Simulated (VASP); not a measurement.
SbC, 2 atoms in the cell. The structure is cubic, space group Pm-3m (No. 221). Conventional cell: a = 3.120 Å, b = 3.120 Å, c = 3.120 Å, α = 90.00°, β = 90.00°, γ = 90.00°. Sb (site symmetry m-3m) has 8 C at 2.70 Å as nearest neighbours. C (site symmetry m-3m) has 8 Sb at 2.70 Å as nearest neighbours. The cell was built by a generator and needn't be a form met in nature. The cell isn't the ideal one: species swapped into the MnIr type (P4/mmm, No. 123).

| Item | Value |
| --- | --- |
| Program | VASP 6.6.1 |
| Task | relaxation of cell and atoms |
| Functional | PBE |
| Potentials or basis | VASP PAW PBE potentials, release 64 (Sb, C) |
| Cutoff | 600 eV |
| k mesh | 18 × 18 × 18 |
| Occupations | gaussian, width 0.1 eV |
| Spin | no spin polarisation |
| Dipole correction | no |
| Further INCAR settings | ALGO = Normal; EDIFF = 1e-06; IBRION = 2; EDIFFG = -0.01; NSW = 100; ISIF = 3 |

Potentials or basis: VASP PAW PBE potentials, release 64 (Sb, C).

The run is started by

```console
$ cat potpaw_PBE.64/Sb/POTCAR potpaw_PBE.64/C/POTCAR > POTCAR
$ mpirun -np 1 vasp_std > vasp.out
```

Hardware: 1 thread of Intel(R) Xeon(R) 6975P-C (Granite Rapids) (shared host).

Question: Estimate the wall time of this run.

Answer: Run time: 49 s on 1 thread of Intel(R) Xeon(R) 6975P-C (Granite Rapids), with other jobs on the host, peak memory 0.23 GiB. Counts: scf iterations 22, k points 220, ion steps 3.
